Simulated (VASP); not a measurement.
Given:

```
Tb
1.0
    3.17225     0.00000     0.00000
    0.00000     3.17225     0.00000
    0.00000     0.00000     3.17225
Tb
1
Direct
  0.00000   0.00000   0.00000
```

Computed with PBEsol GGA, VASP's PBE PAW potentials (set 64) (plane waves; VASP 6.6.1). Run with 400 eV cut-off, Gaussian smearing of 0.050 eV, potentials Tb_3.

The 4f electrons are frozen in the core of the lanthanide potential, so 4f levels, which can set the real gap, and their magnetism are missing.

### Question
Estimate the band gap (along the path) with the smallest direct gap where there is one.

### Answer

```yaml
band gap (along the path): none (metal, semimetal or under 0.01 eV)
```

The absolute energy has meaning only against runs of the same code, potentials and settings.

The structure was generated: Tb was put into the simple-cubic type (Pm-3m), which need not be its known phase. It was relaxed first, which changed the volume by -11 %.
